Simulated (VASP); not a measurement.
Data:

```xyz
5
Lattice="4.0965 0.0000 0.0000 0.0000 4.0965 0.0000 0.0000 0.0000 4.0965" Properties=species:S:1:pos:R:3 pbc="T T T"
Sr     2.0482     2.0482     2.0482
Hf     0.0000     0.0000     0.0000
O      0.0000     2.0482     0.0000
O      2.0482     0.0000     0.0000
O      0.0000     0.0000     2.0482
```

Computed with PBEsol GGA, VASP's PBE PAW potentials (set 64) (plane waves; VASP 6.6.1). Numerical set-up: 520 eV cut-off, Gaussian smearing of 0.050 eV, potentials Sr_sv Hf_pv O.

Unless said otherwise, spin-orbit coupling is left out, though it shifts the bands of the heavy elements here.

What does the run give for the band gap (along the path) with the smallest direct gap where there is one?

The band gap (along the path) is 3.69 eV and the smallest direct gap (along the path) is 3.97 eV.

Only differences to runs with the same potentials and settings are physical.

The structure comes from a computed database's SrHfO3 entry (Pm-3m); how it stands against other phases isn't given here. It was relaxed first.
